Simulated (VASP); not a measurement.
Here is the system:

```
CELL_PARAMETERS angstrom
      0.00000     3.01410     3.01410
      3.01410     0.00000     3.01410
      3.01410     3.01410     0.00000
ATOMIC_POSITIONS crystal
  Al 0.25000 0.25000 0.25000
  Al 0.75000 0.75000 0.75000
  Pt 0.00000 0.00000 0.00000
```

The numbers are results of PBE GGA, VASP's PBE PAW potentials (set 64) (plane waves; VASP 6.6.1), not measurements. Numerical set-up: 400 eV cut-off, 8×8×8 Γ-centred mesh, first-order Methfessel-Paxton smearing of 0.10 eV, potentials Al Pt.

Unless said otherwise, spin-orbit coupling is left out, though it shifts the bands of the heavy elements here.

Predict the energy per atom (σ→0), pressure, band gap (on the k-mesh) with the smallest direct gap where there is one.

```json
{
  "band gap (on the k-mesh)": "none (metal, semimetal or under 0.01 eV)",
  "energy per atom (σ→0)": "-5.400 eV/atom",
  "pressure": "-5.00 GPa"
}
```

Total energies compare only between runs with the same potentials, cut-off and functional.

The compound is PtAl2 in the fluorite structure. The cell was not relaxed at this level.
